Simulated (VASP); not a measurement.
Data:

```
CELL_PARAMETERS angstrom
      0.00000     2.72315     2.72315
      2.72315     0.00000     2.72315
      2.72315     2.72315     0.00000
ATOMIC_POSITIONS crystal
  Zn 0.00000 0.00000 0.00000
  S  0.25000 0.25000 0.25000
```

Calculation: PBE GGA, VASP's PBE PAW potentials (set 64) (plane waves; VASP). Run with PREC = Normal, EDIFF = 1E-5, 400 eV cut-off, 12×12×12 Γ-centred mesh, Gaussian smearing of 0.050 eV, potentials Zn S.

**Question.** What does the run give for the energy per atom (σ→0), band gap (on the k-mesh) with the smallest direct gap where there is one?

**Answer.** 
The band gap (on the k-mesh) comes out as 2.01 eV and the smallest direct gap (on the k-mesh) is 2.01 eV. The energy per atom (σ→0) is -3.426 eV/atom.

The absolute energy has meaning only against runs of the same code, potentials and settings.

The compound is ZnS in the zinc blende structure. It was relaxed first.
